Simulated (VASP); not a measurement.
# CrGa3P4 (P-43m) in VASP: equation of state

Aim: energy against volume of CrGa3P4 in PBE, for its equilibrium volume and stiffness.

Everything below comes from runs of VASP 6.6.1. Logs are shortened: lines on timing, memory, paths and dates and some standing lists are left out, and cuts for length are marked.

### 1 The structure

Symmetry: P-43m, No. 215, cubic system. The conventional cell has a = 5.491 Å, b = 5.491 Å, c = 5.491 Å, α = 90.00°, β = 90.00°, γ = 90.00°. Around Ga (site symmetry -42m) lie 4 P at 2.39 Å. Cr (site symmetry -43m) has 4 P at 2.34 Å as nearest neighbours. P (site symmetry 3m) has 1 Cr at 2.34 Å and 3 Ga at 2.39 Å as nearest neighbours.

The cell comes from a database or a generator and needn't be the stable form of this composition.

### 2 Equation of state, PBE, collinear spin, ferromagnetic start, 19.46 Å³/atom (volume scaled by 0.94)

The input, INCAR:

```
SYSTEM = CrGa3P4
PREC = Accurate
ENCUT = 520
EDIFF = 1E-7
ISMEAR = -1
SIGMA = 0.05
LREAL = .False.
LASPH = .True.
NELM = 100
ALGO = Normal
ISIF = 2
LWAVE = .False.
LCHARG = .False.
ISPIN = 2
MAGMOM = 0 0 0 3 0 0 0 0
LORBIT = 11
LMAXMIX = 4
GGA = PE
NBANDS = 50
```

The input, KPOINTS:

```
Automatic mesh
0
Gamma
  5 5 5
  0 0 0
```

The input, POSCAR:

```
CrGa3P4
1.0
    5.3790875668      0.0000000000      0.0000000000
    0.0000000000      5.3790875668      0.0000000000
    0.0000000000      0.0000000000      5.3790875668
Ga Cr P
3 1 4
Direct
    0.5000000000      0.5000000000      0.0000000000
    0.5000000000      0.0000000000      0.5000000000
    0.0000000000      0.5000000000      0.5000000000
    0.0000000000      0.0000000000      0.0000000000
    0.7537230000      0.2462770000      0.7537230000
    0.2462770000      0.7537230000      0.7537230000
    0.7537230000      0.7537230000      0.2462770000
    0.2462770000      0.2462770000      0.2462770000
```

Potentials or basis: VASP PAW PBE potentials, release 64 (Ga_d, Cr_pv, P).

The run is started by

```
cat potpaw_PBE.64/Ga_d/POTCAR potpaw_PBE.64/Cr_pv/POTCAR potpaw_PBE.64/P/POTCAR > POTCAR
mpirun -np 1 vasp_std > vasp.out
```

OUTCAR:

```text
SYSTEM = CrGa3P4
   PREC = Accurate
   ENCUT = 520
   EDIFF = 1E-7
   ISMEAR = -1
   LREAL = .False.
   LASPH = .True.
   NELM = 100
   ISIF = 2
   ISPIN = 2
   LORBIT = 11
   GGA = PE

 Found     10 irreducible k-points:

 Following reciprocal coordinates:
            Coordinates               Weight
  0.000000  0.000000  0.000000      1.000000
  0.200000  0.000000  0.000000      6.000000
  0.400000  0.000000  0.000000      6.000000
  0.200000  0.200000  0.000000     12.000000
  0.400000  0.200000  0.000000     24.000000
  0.400000  0.400000  0.000000     12.000000
   k-points           NKPTS =     10   k-points in BZ     NKDIM =     10   number of bands    NBANDS=     50
   number of dos      NEDOS =    301   number of ions     NIONS =      8
   total plane-waves  NPLWV =  64000
   dimension x,y,z NGX =    40 NGY =   40 NGZ =   40
   dimension x,y,z NGXF=    80 NGYF=   80 NGZF=   80
   ions per type =               3   1   4
   NGX,Y,Z   is equivalent  to a cutoff of  12.36, 12.36, 12.36 a.u.
   NGXF,Y,Z  is equivalent  to a cutoff of  24.72, 24.72, 24.72 a.u.
 SYSTEM =  CrGa3P4
   PREC   = accura    normal or accurate (medium, high low for compatibility)
   ISTART =      0    job   : 0-new  1-cont  2-samecut
   ICHARG =      2    charge: 1-file 2-atom 10-const
   ISPIN  =      2    spin polarized calculation?
   LNONCOLLINEAR =      F non collinear calculations
   LSORBIT =      F    spin-orbit coupling
   LASPH  =      T    aspherical Exc in radial PAW
   ENCUT  =  520.0 eV  38.22 Ry    6.18 a.u.  10.00 10.00 10.00*2*pi/ulx,y,z
   NELM   =    100;   NELMIN=  2; NELMDL= -5     # of ELM steps
   EDIFF  = 0.1E-06   stopping-criterion for ELM
   LREAL  =      F    real-space projection
   EDIFFG = 0.1E-05   stopping-criterion for IOM
   NSW    =      0    number of steps for IOM
   IBRION =     -1    ionic relax: 0-MD 1-quasi-New 2-CG
   NFREE  =      0    steps in history (QN), initial steepest desc. (CG)
   ISIF   =      2    stress and relaxation
   ISYM   =      2    0-nonsym 1-usesym 2-fastsym
   POTIM  = 0.5000    time-step for ionic-motion
   TEBEG  =    0.0;   TEEND  =   0.0 temperature during run
   PSTRESS=    0.0 pullay stress
   NELECT =      71.0000    total number of electrons
   NUPDOWN=      -1.0000    fix difference up-down
   EMIN   =  10.00;   EMAX   =-10.00  energy-range for DOS
   EFERMI =   0.00;   METHOD = LEGACY
   ISMEAR =    -1;   SIGMA  =   0.05  broadening in eV -4-tet -1-fermi 0-gaus
   EFERMI_NEDOS =   21; number of points for ismear=-14 and -15
   IALGO  =     38    algorithm
   IMIX   =      4    mixing-type and parameters
     AMIX     =   0.40;   BMIX     =  1.00
     AMIX_MAG =   1.60;   BMIX_MAG =  1.00
  volume/ion in A,a.u.               =      19.46       131.29
  Fermi-wavevector in a.u.,A,eV,Ry     =   1.260237  2.381503 21.608747  1.588198
  Thomas-Fermi vector in A             =   2.393757
   LORBIT       =     11    0 simple, 1 ext, 2 COOP (PROOUT), +10 PAW based schemes
   GGA     = PE    functional components
   LHFCALC =     F    Hartree Fock is set to
   AEXX    =    0.0000 exact exchange contribution
   IVDW    =     0    specifies the selected vdW correction
   LEPSILON=     F    determine dielectric tensor
   LRPA    =     F    only Hartree local field effects (RPA)
 spin polarized calculation
  energy-cutoff  :      520.00
  volume of cell :      155.64
 maximum number of plane-waves:      4212
   NGX = 21   NGY = 21   NGZ = 21

 number of electron      71.0000032 magnetization       2.9767713

 Free energy of the ion-electron system (eV)
  ---------------------------------------------------
  ext. energy  EPLUGINS =         0.00000000
  ---------------------------------------------------
  free energy    TOTEN  =       -41.55836002 eV

  energy without entropy =      -41.54745199  energy(sigma->0) =      -41.55290601

 E-fermi :   5.4389     XC(G=0): -10.0352

 val. band max:        5.4261924328   @ k =   0.0000   0.0000   0.0000
[... 67 lines left out ...]
      5      -9.6349      1.00000
      6      -9.6310      1.00000
[... 39 lines left out ...]
     46      10.2904      0.00000
     47      11.6142      0.00000

 k-point     4 :       0.2000    0.2000    0.0000
  band No.  band energies     occupation
      1     -36.0143      1.00000
      2     -36.0143      1.00000
      3     -36.0143      1.00000
      4      -9.6441      1.00000
      5      -9.6393      1.00000
      6      -9.6328      1.00000
[... 39 lines left out ...]
     46      10.2848      0.00000
     47      10.5180      0.00000

 k-point     5 :       0.4000    0.2000    0.0000
  band No.  band energies     occupation
      1     -36.0144      1.00000
      2     -36.0143      1.00000
      3     -36.0143      1.00000
      4      -9.6394      1.00000
      5      -9.6307      1.00000
      6      -9.6199      1.00000
[... 39 lines left out ...]
     46      10.5470      0.00000
     47      11.0097      0.00000

 k-point     6 :       0.4000    0.4000    0.0000
  band No.  band energies     occupation
      1     -36.0144      1.00000
      2     -36.0144      1.00000
      3     -36.0143      1.00000
      4      -9.6405      1.00000
      5      -9.6198      1.00000
      6      -9.6072      1.00000
[... 39 lines left out ...]
     46      10.6572      0.00000
     47      10.9696      0.00000

 [... further k-points ...]

 [bands above 47 left out]

------------------------ aborting loop because EDIFF is reached ----------------------------------------

  FORCE on cell =-STRESS in cart. coord.  units (eV):
  Direction    XX          YY          ZZ          XY          YZ          ZX
  --------------------------------------------------------------------------------------
  -------------------------------------------------------------------------------------
  Total        4.9586161      4.9586161      4.9586161      0.0000000     -0.0000000      0.0000000
  in kB       51.0440616     51.0440616     51.0440616      0.0000000     -0.0000000      0.0000000
  external PRESSURE =      51.0440616 kB  Pullay stress =       0.0000000 kB

 VOLUME and BASIS-vectors are now :
 -----------------------------------------------------------------------------
  energy-cutoff  :      520.00
  volume of cell :      155.64
      direct lattice vectors                 reciprocal lattice vectors
     5.379087567  0.000000000  0.000000000     0.185905135  0.000000000  0.000000000
     0.000000000  5.379087567  0.000000000     0.000000000  0.185905135  0.000000000
     0.000000000  0.000000000  5.379087567     0.000000000  0.000000000  0.185905135

 POSITION                                       TOTAL-FORCE (eV/Angst)
 -----------------------------------------------------------------------------------
      2.68954      2.68954      0.00000         0.000000     -0.000000     -0.000000
      2.68954      0.00000      2.68954         0.000000     -0.000000     -0.000000
      0.00000      2.68954      2.68954         0.000000     -0.000000      0.000000
      0.00000      0.00000      0.00000         0.000000     -0.000000      0.000000
      4.05434      1.32475      4.05434         0.013871     -0.013871      0.013871
      1.32475      4.05434      4.05434        -0.013871      0.013871      0.013871
      4.05434      4.05434      1.32475         0.013871      0.013871     -0.013871
      1.32475      1.32475      1.32475        -0.013871     -0.013871     -0.013871
 -----------------------------------------------------------------------------------
    total drift:                                0.000000      0.000000     -0.000000

  FREE ENERGIE OF THE ION-ELECTRON SYSTEM (eV)
  ---------------------------------------------------
  free  energy   TOTEN  =       -41.5583600199 eV

  energy  without entropy=      -41.5474519936  energy(sigma->0) =      -41.55290601

 total charge

# of ion       s       p       d       tot
------------------------------------------
    1        0.877   0.859  10.015  11.751
    2        0.877   0.859  10.015  11.751
    3        0.877   0.859  10.015  11.751
    4        0.363   6.283   4.187  10.833
    5        1.030   1.532   0.000   2.562
    6        1.030   1.532   0.000   2.562
    7        1.030   1.532   0.000   2.562
    8        1.030   1.532   0.000   2.562
--------------------------------------------------
tot          7.114  14.986  34.234  56.333

 magnetization (x)

# of ion       s       p       d       tot
------------------------------------------
    1        0.025   0.023  -0.001   0.047
    2        0.025   0.023  -0.001   0.047
    3        0.025   0.023  -0.001   0.047
    4        0.031   0.029   2.631   2.692
    5       -0.004  -0.054   0.000  -0.057
    6       -0.004  -0.054   0.000  -0.057
    7       -0.004  -0.054   0.000  -0.057
    8       -0.004  -0.054   0.000  -0.057
--------------------------------------------------
tot          0.091  -0.116   2.629   2.604
```

Run time: 5.7 min. Hardware: 1 thread of Intel Xeon Platinum 8488C (Sapphire Rapids), shared host; peak memory 0.35 GiB.

What came out:

```
Free energy                                           : -41.5584 eV
Pressure                                              : 5.1 GPa
Largest force                                         : 0.024 eV/Å
Band gap on the k mesh                                : none (metal or under the smearing width)
Net moment                                            : 2.98 μB per cell
Site moments                                          : Ga +0.05; Cr +2.69; P -0.06 μB
Valence electrons inside the program's atomic spheres : Ga 11.75; Cr 10.83; P 2.56
```

Caveat: a cell with one magnetic atom can't hold antiferromagnetic order, which such compounds often take.

### 3 Equation of state, PBE, collinear spin, ferromagnetic start, 19.87 Å³/atom (volume scaled by 0.96)

The input, INCAR:

```
  ALGO = Normal
  EDIFF = 1E-7
  ENCUT = 520
  GGA = PE
  ISIF = 2
  ISMEAR = -1
  ISPIN = 2
  LASPH = T
  LCHARG = F
  LMAXMIX = 4
  LORBIT = 11
  LREAL = F
  LWAVE = F
  MAGMOM = 0 0 0 3 0 0 0 0
  NBANDS = 50
  NELM = 120
  PREC = Accurate
  SIGMA = 0.05
```

The input, KPOINTS:

```
k-points
0
Gamma
  5 5 5
```

Edit POSCAR of step 2 so:

```diff
@@ -2,5 +2,5 @@
 1.0
-    5.3790875668      0.0000000000      0.0000000000
-    0.0000000000      5.3790875668      0.0000000000
-    0.0000000000      0.0000000000      5.3790875668
+    5.4169697133      0.0000000000      0.0000000000
+    0.0000000000      5.4169697133      0.0000000000
+    0.0000000000      0.0000000000      5.4169697133
 Ga Cr P
```

Potentials or basis: VASP PAW PBE potentials, release 64 (Ga_d, Cr_pv, P).

The run is started by

```
cat potpaw_PBE.64/Ga_d/POTCAR potpaw_PBE.64/Cr_pv/POTCAR potpaw_PBE.64/P/POTCAR > POTCAR
mpirun -np 1 vasp_std > vasp.out
```

Run time: 5 min. Hardware: 1 thread of Intel Xeon Platinum 8488C (Sapphire Rapids), shared host; peak memory 0.35 GiB.

Results (log left out):

```yaml
Free_energy: -41.6439 eV
Pressure: 3.2 GPa
Largest_force: 0.018 eV/Å
Band_gap_on_the_k_mesh: none (metal or under the smearing width)
Net_moment: 2.99 μB per cell
Site_moments: Ga +0.04; Cr +2.73; P -0.06 μB
Valence_electrons_inside_the_program's_atomic_spheres: Ga 11.72; Cr 10.80; P 2.55
```

Caveat: a cell with one magnetic atom can't hold antiferromagnetic order, which such compounds often take.

### 4 Equation of state, PBE, collinear spin, ferromagnetic start, 20.28 Å³/atom (volume scaled by 0.98)

The input, INCAR:

```
ALGO = Normal
EDIFF = 1E-7
ENCUT = 520
GGA = PE
ISIF = 2
ISMEAR = -1
ISPIN = 2
LASPH = True
LCHARG = False
LMAXMIX = 4
LORBIT = 11
LREAL = False
LWAVE = False
MAGMOM = 0 0 0 3 0 0 0 0
NBANDS = 50
NELM = 150
PREC = Accurate
SIGMA = 0.05
```

KPOINTS is that of step 3.

Edit POSCAR of step 3 so:

```diff
@@ -2,5 +2,5 @@
 1.0
-    5.4169697133      0.0000000000      0.0000000000
-    0.0000000000      5.4169697133      0.0000000000
-    0.0000000000      0.0000000000      5.4169697133
+    5.4543293057      0.0000000000      0.0000000000
+    0.0000000000      5.4543293057      0.0000000000
+    0.0000000000      0.0000000000      5.4543293057
 Ga Cr P
```

The run is started by

```
cat potpaw_PBE.64/Ga_d/POTCAR potpaw_PBE.64/Cr_pv/POTCAR potpaw_PBE.64/P/POTCAR > POTCAR
mpirun -np 1 vasp_std > vasp.out
```

It took 6 min on 1 thread of Intel Xeon Platinum 8488C (Sapphire Rapids), shared host; peak memory 0.37 GiB.

The run converged. Its results:

```
Free energy                                           : -41.6910 eV
Pressure                                              : 1.4 GPa
Largest force                                         : 0.017 eV/Å
Band gap on the k mesh                                : none (metal or under the smearing width)
Net moment                                            : 3.00 μB per cell
Site moments                                          : Ga +0.04; Cr +2.77; P -0.06 μB
Valence electrons inside the program's atomic spheres : Ga 11.69; Cr 10.77; P 2.54
```

Caveat: a cell with one magnetic atom can't hold antiferromagnetic order, which such compounds often take.

### 5 Equation of state, PBE, collinear spin, ferromagnetic start, 21.11 Å³/atom (volume scaled by 1.02)

The input, INCAR:

```
  ALGO = Normal
  EDIFF = 1E-7
  ENCUT = 520
  GGA = PE
  ISIF = 2
  ISMEAR = -1
  ISPIN = 2
  LASPH = True
  LCHARG = False
  LMAXMIX = 4
  LORBIT = 11
  LREAL = False
  LWAVE = False
  MAGMOM = 0 0 0 3 0 0 0 0
  NBANDS = 50
  NELM = 100
  PREC = Accurate
  SIGMA = 0.05
```

KPOINTS is that of step 4.

Edit POSCAR of step 4 so:

```diff
@@ -2,5 +2,5 @@
 1.0
-    5.4543293057      0.0000000000      0.0000000000
-    0.0000000000      5.4543293057      0.0000000000
-    0.0000000000      0.0000000000      5.4543293057
+    5.5275505168      0.0000000000      0.0000000000
+    0.0000000000      5.5275505168      0.0000000000
+    0.0000000000      0.0000000000      5.5275505168
 Ga Cr P
```

The run is started by

```
cat potpaw_PBE.64/Ga_d/POTCAR potpaw_PBE.64/Cr_pv/POTCAR potpaw_PBE.64/P/POTCAR > POTCAR
mpirun -np 1 vasp_std > vasp.out
```

It took 5 min on 1 thread of Intel Xeon Platinum 8488C (Sapphire Rapids), shared host; peak memory 0.38 GiB.

The run converged. Its results:

| Quantity | Value |
| --- | --- |
| Free energy | -41.6855 eV |
| Pressure | -1.6 GPa |
| Largest force | 0.019 eV/Å |
| Band gap on the k mesh | none (metal or under the smearing width) |
| Net moment | 3.00 μB per cell |
| Site moments | Ga +0.04; Cr +2.83; P -0.07 μB |
| Valence electrons inside the program's atomic spheres | Ga 11.64; Cr 10.70; P 2.52 |

Caveat: a cell with one magnetic atom can't hold antiferromagnetic order, which such compounds often take.

### 6 Equation of state, PBE, collinear spin, ferromagnetic start, 21.52 Å³/atom (volume scaled by 1.04)

The input, INCAR:

```
SYSTEM = CrGa3P4
ALGO = Normal ; EDIFF = 1E-7
ENCUT = 520 ; GGA = PE
ISIF = 2 ; ISMEAR = -1
ISPIN = 2 ; LASPH = .True.
LCHARG = .False. ; LMAXMIX = 4
LORBIT = 11 ; LREAL = .False.
LWAVE = .False. ; MAGMOM = 0 0 0 3 0 0 0 0
NBANDS = 50 ; NELM = 100
PREC = Accurate ; SIGMA = 0.05
```

The input, KPOINTS:

```
k-points
0
Gamma
  5 5 5
  0 0 0
```

Edit POSCAR of step 5 so:

```diff
@@ -2,5 +2,5 @@
 1.0
-    5.5275505168      0.0000000000      0.0000000000
-    0.0000000000      5.5275505168      0.0000000000
-    0.0000000000      0.0000000000      5.5275505168
+    5.5634447077      0.0000000000      0.0000000000
+    0.0000000000      5.5634447077      0.0000000000
+    0.0000000000      0.0000000000      5.5634447077
 Ga Cr P
```

Potentials or basis: VASP PAW PBE potentials, release 64 (Ga_d, Cr_pv, P).

The run is started by

```
cat potpaw_PBE.64/Ga_d/POTCAR potpaw_PBE.64/Cr_pv/POTCAR potpaw_PBE.64/P/POTCAR > POTCAR
mpirun -np 1 vasp_std > vasp.out
```

Wall time 4.4 min (1 thread of Intel Xeon Platinum 8488C (Sapphire Rapids), shared host); peak memory 0.39 GiB.

The run converged. Its results:

```yaml
Free_energy: -41.6396 eV
Pressure: -2.9 GPa
Largest_force: 0.022 eV/Å
Band_gap_on_the_k_mesh: none (metal or under the smearing width)
Net_moment: 3.00 μB per cell
Site_moments: Ga +0.04; Cr +2.86; P -0.07 μB
Valence_electrons_inside_the_program's_atomic_spheres: Ga 11.62; Cr 10.68; P 2.51
```

Caveat: a cell with one magnetic atom can't hold antiferromagnetic order, which such compounds often take.

### 7 Equation of state, PBE, collinear spin, ferromagnetic start, 21.94 Å³/atom (volume scaled by 1.06)

The input, INCAR:

```
SYSTEM = CrGa3P4
PREC     = Accurate       ! precision mode
ENCUT    = 520            ! plane-wave cutoff, eV
EDIFF    = 1E-7           ! SCF threshold, eV
ISMEAR   = -1             ! smearing method
SIGMA    = 0.05           ! smearing width, eV
LREAL    = .FALSE.        ! projectors in reciprocal space
LASPH    = .TRUE.         ! aspherical terms in the spheres
NELM     = 120            ! most SCF steps
ALGO     = Normal         ! electronic algorithm
ISIF     = 2              ! what is computed and relaxed
LWAVE    = .FALSE.        ! write WAVECAR
LCHARG   = .FALSE.        ! write CHGCAR
ISPIN    = 2              ! spin polarisation
MAGMOM   = 0 0 0 3 0 0 0 0 ! initial moments
LORBIT   = 11             ! projections on sites
LMAXMIX  = 4              ! l up to which the mixer works
GGA      = PE             ! functional
NBANDS   = 50             ! bands
```

The input, KPOINTS:

```
regular mesh
0
G
  5 5 5
  0 0 0
```

Edit POSCAR of step 6 so:

```diff
@@ -2,5 +2,5 @@
 1.0
-    5.5634447077      0.0000000000      0.0000000000
-    0.0000000000      5.5634447077      0.0000000000
-    0.0000000000      0.0000000000      5.5634447077
+    5.5988816167      0.0000000000      0.0000000000
+    0.0000000000      5.5988816167      0.0000000000
+    0.0000000000      0.0000000000      5.5988816167
 Ga Cr P
```

The run is started by

```
cat potpaw_PBE.64/Ga_d/POTCAR potpaw_PBE.64/Cr_pv/POTCAR potpaw_PBE.64/P/POTCAR > POTCAR
mpirun -np 1 vasp_std > vasp.out
```

Wall time 4.6 min (1 thread of Intel Xeon Platinum 8488C (Sapphire Rapids), shared host); peak memory 0.39 GiB.

Results (log left out):

```
Free energy                                           : -41.5687 eV
Pressure                                              : -4.0 GPa
Largest force                                         : 0.025 eV/Å
Band gap on the k mesh                                : none (metal or under the smearing width)
Net moment                                            : 3.00 μB per cell
Site moments                                          : Ga +0.04; Cr +2.89; P -0.07 μB
Valence electrons inside the program's atomic spheres : Ga 11.60; Cr 10.65; P 2.50
```

Caveat: a cell with one magnetic atom can't hold antiferromagnetic order, which such compounds often take.

### 8 Equation of state, PBE, collinear spin, ferromagnetic start

No new run: the results of the series are fitted here.

What came out:

```yaml
Equilibrium_volume: 20.65 Å³/atom
Bulk_modulus_at_fixed_shape_and_positions: 75 GPa
Pressure_derivative_of_the_bulk_modulus: 4.4
```

Energy against volume, from the lowest point:
| volume (Å³/atom) | energy (meV/atom) |
| --- | --- |
| 19.455 | 18.17 |
| 19.869 | 7.48 |
| 20.283 | 1.60 |
| 20.697 | 0.00 |
| 21.111 | 2.28 |
| 21.525 | 8.02 |
| 21.939 | 16.88 |

Caveat: the cell was scaled at fixed shape and fractional positions, which overstates the stiffness of a crystal with free parameters, most of all of layers and chains.
